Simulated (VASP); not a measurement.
Consider the following.

```
LiF
1.0
    0.00000     2.01500     2.01500
    2.01500     0.00000     2.01500
    2.01500     2.01500     0.00000
Li F
1 1
Direct
  0.00000   0.00000   0.00000
  0.50000   0.50000   0.50000
```

All values below come from G0W0 on PBE orbitals, VASP's PBE PAW potentials (set 64) (plane waves; VASP). Numerical set-up: PREC = Normal, 500 eV cut-off, 6×6×6 Γ-centred mesh, Gaussian smearing of 0.010 eV, potentials Li_sv_GW F_GW_new.

The mesh is coarse and the basis finite, so the quasiparticle values are not converged.

NBANDS = 128, ENCUTGW = 180 eV, NOMEGA = 64. The PBE levels (eV) that the step starts from are:

| state | KS energy | filling |
|---|---|---|
| k1 (0.00, 0.00, 0.00), band 2 | -20.98 | 2 |
| k1 (0.00, 0.00, 0.00), band 3 | -1.02 | 2 |
| k1 (0.00, 0.00, 0.00), band 4 | -1.02 | 2 |
| k1 (0.00, 0.00, 0.00), band 5 | -1.02 | 2 |
| k1 (0.00, 0.00, 0.00), band 6 | 8.03 | 0 |
| k1 (0.00, 0.00, 0.00), band 7 | 22.91 | 0 |
| k1 (0.00, 0.00, 0.00), band 8 | 22.91 | 0 |
| k1 (0.00, 0.00, 0.00), band 9 | 22.91 | 0 |
| k5 (0.17, 0.17, 0.00), band 2 | -20.83 | 2 |
| k5 (0.17, 0.17, 0.00), band 3 | -1.71 | 2 |
| k5 (0.17, 0.17, 0.00), band 4 | -1.27 | 2 |
| k5 (0.17, 0.17, 0.00), band 5 | -1.27 | 2 |
| k5 (0.17, 0.17, 0.00), band 6 | 9.14 | 0 |
| k5 (0.17, 0.17, 0.00), band 7 | 19.47 | 0 |
| k5 (0.17, 0.17, 0.00), band 8 | 20.16 | 0 |
| k5 (0.17, 0.17, 0.00), band 9 | 20.22 | 0 |
| k12 (-0.33, 0.33, 0.00), band 2 | -20.37 | 2 |
| k12 (-0.33, 0.33, 0.00), band 3 | -3.15 | 2 |
| k12 (-0.33, 0.33, 0.00), band 4 | -2.80 | 2 |
| k12 (-0.33, 0.33, 0.00), band 5 | -1.58 | 2 |
| k12 (-0.33, 0.33, 0.00), band 6 | 12.58 | 0 |
| k12 (-0.33, 0.33, 0.00), band 7 | 14.01 | 0 |
| k12 (-0.33, 0.33, 0.00), band 8 | 17.83 | 0 |
| k12 (-0.33, 0.33, 0.00), band 9 | 18.39 | 0 |

### Question
Give the quasiparticle energies and renormalisation factors Z.

### Answer

```json
[
 {"state": "k1 (0.00, 0.00, 0.00), band 2", "QP energy (eV)": "-25.26", "Z": "0.79"},
 {"state": "k1 (0.00, 0.00, 0.00), band 3", "QP energy (eV)": "-3.83", "Z": "0.81"},
 {"state": "k1 (0.00, 0.00, 0.00), band 4", "QP energy (eV)": "-3.83", "Z": "0.81"},
 {"state": "k1 (0.00, 0.00, 0.00), band 5", "QP energy (eV)": "-3.83", "Z": "0.81"},
 {"state": "k1 (0.00, 0.00, 0.00), band 6", "QP energy (eV)": "9.57", "Z": "0.88"},
 {"state": "k1 (0.00, 0.00, 0.00), band 7", "QP energy (eV)": "25.09", "Z": "0.86"},
 {"state": "k1 (0.00, 0.00, 0.00), band 8", "QP energy (eV)": "25.09", "Z": "0.86"},
 {"state": "k1 (0.00, 0.00, 0.00), band 9", "QP energy (eV)": "25.09", "Z": "0.86"},
 {"state": "k5 (0.17, 0.17, 0.00), band 2", "QP energy (eV)": "-25.04", "Z": "0.78"},
 {"state": "k5 (0.17, 0.17, 0.00), band 3", "QP energy (eV)": "-4.65", "Z": "0.81"},
 {"state": "k5 (0.17, 0.17, 0.00), band 4", "QP energy (eV)": "-4.14", "Z": "0.81"},
 {"state": "k5 (0.17, 0.17, 0.00), band 5", "QP energy (eV)": "-4.14", "Z": "0.81"},
 {"state": "k5 (0.17, 0.17, 0.00), band 6", "QP energy (eV)": "10.84", "Z": "0.88"},
 {"state": "k5 (0.17, 0.17, 0.00), band 7", "QP energy (eV)": "20.80", "Z": "0.87"},
 {"state": "k5 (0.17, 0.17, 0.00), band 8", "QP energy (eV)": "22.14", "Z": "0.87"},
 {"state": "k5 (0.17, 0.17, 0.00), band 9", "QP energy (eV)": "22.25", "Z": "0.86"},
 {"state": "k12 (-0.33, 0.33, 0.00), band 2", "QP energy (eV)": "-24.43", "Z": "0.76"},
 {"state": "k12 (-0.33, 0.33, 0.00), band 3", "QP energy (eV)": "-6.34", "Z": "0.81"},
 {"state": "k12 (-0.33, 0.33, 0.00), band 4", "QP energy (eV)": "-5.95", "Z": "0.81"},
 {"state": "k12 (-0.33, 0.33, 0.00), band 5", "QP energy (eV)": "-4.51", "Z": "0.81"},
 {"state": "k12 (-0.33, 0.33, 0.00), band 6", "QP energy (eV)": "14.40", "Z": "0.88"},
 {"state": "k12 (-0.33, 0.33, 0.00), band 7", "QP energy (eV)": "16.11", "Z": "0.86"},
 {"state": "k12 (-0.33, 0.33, 0.00), band 8", "QP energy (eV)": "19.86", "Z": "0.86"},
 {"state": "k12 (-0.33, 0.33, 0.00), band 9", "QP energy (eV)": "20.50", "Z": "0.87"}
]
```
On the mesh the gap opens from 9.05 to 13.41 eV.

The compound is LiF in the rock salt structure. The cell was not relaxed at this level. The k-mesh is coarse (spacing up to 0.45 per Å, 2π included), so the numbers may not be converged in it.
